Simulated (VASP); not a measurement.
A cell of ZrB$_{2}$ (AlB2 type) near equilibrium:

```yaml
crystal:
  lattice:
    - [1.58463, -2.74466, 0.00000]
    - [1.58463, 2.74466, 0.00000]
    - [0.00000, 0.00000, 3.54693]
  atoms:
    - { symbol: Zr, position: [0.00000, 0.00000, 0.00000] }
    - { symbol: B, position: [0.33333, 0.66667, 0.50000] }
    - { symbol: B, position: [0.66667, 0.33333, 0.50000] }
```

All values below come from PBE GGA, VASP's PBE PAW potentials (set 64) (plane waves; VASP 6.6.1).

| run | ΔE (meV/atom) | σxx | σyy | σzz | largest shear component, with its sign (GPa) | largest force (eV/Å) |
|---|---|---|---|---|---|---|
| as it is | 0.0 | 0.18 | 0.18 | 0.09 | 0.00 | 0.000 |
| after one change | 39.4 | 21.33 | 21.33 | 8.55 | 0.00 | 0.000 |
Stress is in GPa, positive when the cell is compressed.

### Question
Which change was made?
A) biaxial strain of -1.0 % in the xz plane
B) atom 1 (Zr) moved by -0.025 Å along x
C) atom 3 (B) moved by -0.050 Å along y
D) biaxial strain of -3.0 % in the xy plane

### Answer
D, biaxial strain of -3.0 % in the xy plane

The compound is ZrB2 in the AlB2 type structure.
